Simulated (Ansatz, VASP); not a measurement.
This is a calculation of NbTe for VASP 6.6.1.

The input INCAR:

```
PREC = Accurate
ENCUT = 520
EDIFF = 1E-6
ISMEAR = -1
SIGMA = 0.05
LREAL = False
LASPH = True
NELM = 60
ALGO = Normal
ISIF = 2
LWAVE = False
LCHARG = False
METAGGA = R2SCAN
LMIXTAU = True
```

The input KPOINTS:

```
Automatic mesh
0
Gamma
  8 8 7
```

File POSCAR:

```
NbTe
1.0
    3.7517033219      0.0000000000      0.0000000000
   -1.8758516609      3.2490703843      0.0000000000
    0.0000000000      0.0000000000      3.7428246143
Te Nb
1 1
Direct
    0.6666666667      0.3333333333      0.0000000000
    0.0000000000      0.0000000000      0.5000000000
```

Potentials or basis: VASP PAW PBE potentials, release 64 (Te, Nb_sv).

Launch:

```bash
$ cat potpaw_PBE.64/Te/POTCAR potpaw_PBE.64/Nb_sv/POTCAR > POTCAR
$ mpirun -np 1 vasp_std > vasp.out
```

Problem. Translate it to Ansatz 0.2.0. Potentials there: Ansatz PAW.

Solution. As run (the cutoff follows the program's own potentials):

File input.yaml:

```yaml
crystal:
  lattice:
    - [3.7517033219, 0.0, 0.0]
    - [-1.8758516609, 3.2490703843, 0.0]
    - [0.0, 0.0, 3.7428246143]
  atoms:
    - { symbol: Te, position: [0.6666666667, 0.3333333333, 0.0] }
    - { symbol: Nb, position: [0.0, 0.0, 0.5] }
hamiltonian:
  xc: r2scan
  pseudopotentials: { kind: paw }
kpoints:
  mp_grid: { grid: [8, 8, 7] }
scf:
  occupations: { method: fermi_dirac, width: 0.05 }
output:
  forces: true
  stress: true
  eigenvalues: true
```

Potentials or basis: Ansatz PAW.

Run with:

```console
$ ansatz run input.yaml --threads 2 --pin off --max-ram 5632MiB --backend cpu --events-out ev --progress --plain --runs-dir out
```

Both were run:

|  | VASP | Ansatz | Ansatz less VASP |
| --- | --- | --- | --- |
| gap on the k mesh at the Fermi level (eV) | none | none | - |
| pressure (GPa) | -5.9 | -5.8 | +0.13 |
| largest component of the traceless stress (GPa) | 0.92 | 0.88 | -0.043 |

A gap of «none» marks a metal or a gap that the smearing closes. The functional is the same, so the differences come from potentials, cutoffs and numerics. The two sets of potentials don't hold the same shells in valence.

Caveats: the PAW data sets were made with another functional, which shifts forces and pressure a little (VASP); the PAW data sets come from PBE, with cores solved anew for the run's functional, which leaves a small shift of forces and pressure (Ansatz). Spin-orbit coupling is left out, which matters for the levels of Te.
